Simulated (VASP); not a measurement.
Output of a VASP run:

### OSZICAR
```
       N       E                     dE             d eps       ncg     rms          rms(c)
DAV:   1     0.317921028658E+02    0.31792E+02   -0.49417E+03  1008   0.121E+03
DAV:   2    -0.131197128908E+02   -0.44912E+02   -0.43106E+02  1017   0.177E+02
DAV:   3    -0.143337441284E+02   -0.12140E+01   -0.11867E+01  1163   0.396E+01
DAV:   4    -0.143601850083E+02   -0.26441E-01   -0.26420E-01  1263   0.530E+00
DAV:   5    -0.143608841629E+02   -0.69915E-03   -0.69912E-03  1252   0.792E-01    0.131E+01
DAV:   6    -0.166076512302E+02   -0.22468E+01   -0.74307E+01  1149   0.133E+02    0.187E+01
DAV:   7    -0.125618221866E+02    0.40458E+01   -0.37984E+01  1129   0.832E+01    0.245E+00
DAV:   8    -0.125364611830E+02    0.25361E-01   -0.20907E-01  1121   0.554E+00    0.142E+00
DAV:   9    -0.125234210620E+02    0.13040E-01   -0.43347E-02  1199   0.322E+00    0.357E-01
DAV:  10    -0.125230392226E+02    0.38184E-03   -0.95347E-04  1264   0.395E-01    0.141E-01
DAV:  11    -0.125230369876E+02    0.22350E-05   -0.21622E-05  1144   0.501E-02    0.143E-02
DAV:  12    -0.125230362447E+02    0.74286E-06   -0.36611E-06  1023   0.233E-02
   1 F= -.12523036E+02 E0= -.12523056E+02  d E =-.125230E+02
       N       E                     dE             d eps       ncg     rms          rms(c)
DAV:   1    -0.133759392523E+02   -0.85290E+00   -0.15242E+01  1055   0.751E+01    0.867E+00
DAV:   2    -0.140911642047E+02   -0.71522E+00   -0.30033E+01  1138   0.877E+01    0.106E+01
DAV:   3    -0.125480703128E+02    0.15431E+01   -0.13547E+01  1115   0.551E+01    0.145E+00
DAV:   4    -0.125350532083E+02    0.13017E-01   -0.77934E-02  1107   0.323E+00    0.788E-01
DAV:   5    -0.125293780255E+02    0.56752E-02   -0.15595E-02  1410   0.158E+00    0.183E-01
DAV:   6    -0.125293066884E+02    0.71337E-04   -0.47143E-04  1111   0.330E-01    0.578E-02
DAV:   7    -0.125293147845E+02   -0.80961E-05   -0.11261E-05  1265   0.383E-02    0.634E-03
DAV:   8    -0.125293143824E+02    0.40211E-06   -0.38873E-07   589   0.856E-03
   2 F= -.12529314E+02 E0= -.12529383E+02  d E =-.627814E-02
       N       E                     dE             d eps       ncg     rms          rms(c)
DAV:   1    -0.127249086474E+02   -0.19559E+00   -0.32645E+00  1050   0.355E+01    0.387E+00
DAV:   2    -0.129178919169E+02   -0.19298E+00   -0.71675E+00  1230   0.415E+01    0.499E+00
DAV:   3    -0.125498131700E+02    0.36808E+00   -0.25858E+00  1197   0.257E+01    0.508E-01
DAV:   4    -0.125475984669E+02    0.22147E-02   -0.79103E-03  1037   0.882E-01    0.261E-01
DAV:   5    -0.125468752518E+02    0.72322E-03   -0.17949E-03  1420   0.467E-01    0.361E-02
DAV:   6    -0.125468871633E+02   -0.11912E-04   -0.26589E-05  1064   0.551E-02    0.145E-02
DAV:   7    -0.125468864241E+02    0.73927E-06   -0.52577E-06   888   0.353E-02
   3 F= -.12546886E+02 E0= -.12546941E+02  d E =-.238502E-01
```

**OUTCAR**
```
------------------------ aborting loop because EDIFF is reached ----------------------------------------
  FORCE on cell =-STRESS in cart. coord.  units (eV):
  Direction    XX          YY          ZZ          XY          YZ          ZX
  --------------------------------------------------------------------------------------
  Total        0.0051353      0.0051353      0.0051353      0.0000000     -0.0000000      0.0000000
  in kB        0.3485735      0.3485735      0.3485735      0.0000000     -0.0000000      0.0000000
  external PRESSURE =       0.3485735 kB  Pullay stress =       0.0000000 kB
  volume of cell :       23.60
      direct lattice vectors                 reciprocal lattice vectors
     2.868533937 -0.000000000  0.000000000     0.348610134 -0.000000000  0.000000000
     0.000000000  2.868533937  0.000000000     0.000000000  0.348610134  0.000000000
    -0.000000000 -0.000000000  2.868533937    -0.000000000 -0.000000000  0.348610134
 POSITION                                       TOTAL-FORCE (eV/Angst)
 -----------------------------------------------------------------------------------
      1.43427      1.43427      1.43427         0.000000      0.000000      0.000000
      0.00000      0.00000      0.00000        -0.000000     -0.000000      0.000000
 -----------------------------------------------------------------------------------
    total drift:                               -0.000000      0.000000      0.000000
  FREE ENERGIE OF THE ION-ELECTRON SYSTEM (eV)
  ---------------------------------------------------
  free  energy   TOTEN  =       -12.5468864241 eV

  energy  without entropy=      -12.5470497681  energy(sigma->0) =      -12.54694087

 reached required accuracy - stopping structural energy minimisation
```
(Selected blocks of OUTCAR.)

### POSCAR
```
FeAl
1
    2.9100000000     0.0000000000     0.0000000000
    0.0000000000     2.9100000000     0.0000000000
    0.0000000000     0.0000000000     2.9100000000
Al Fe
1 1
Direct
  0.5000000000   0.5000000000   0.5000000000
  0.0000000000   0.0000000000   0.0000000000
```

**Question.** Write an INCAR and KPOINTS that could have produced this output.

**Answer.** One answer among several that fit: the input of the run itself, PW91 GGA, plane waves, VASP's PBE PAW potentials (set 64).

**INCAR**
```
LASPH = .TRUE.
SYSTEM = FeAl
NSW = 60   # most ionic steps
NELM = 100   # most electronic steps
GGA = 91   # PW91
LMAXMIX = 4
PREC = Accurate
LCHARG = .FALSE.
LWAVE = .FALSE.
EDIFFG = -0.01
ENCUT = 520   # plane-wave cut-off (eV)
IBRION = 2   # conjugate gradients
EDIFF = 1E-6
SIGMA = 0.1   # width (eV)
ISIF = 3
LREAL = .FALSE.   # projection in real space or not
ALGO = Normal
ISMEAR = 1
```

File KPOINTS:
```
Automatic mesh
0
Gamma
11 11 11
0 0 0
```

POTCAR, in this order: Al Fe (PBE.64 set). Program: vasp_std.

Energy and stress use the plane-wave basis of the starting cell.

The compound is FeAl in the CsCl type structure. This run relaxes it. Symmetry was kept, so distortions that lower it aren't found. The run is not spin-polarised, so no magnetic state was tried. The electron count is odd and the run is not spin-polarised, which forces a metal.
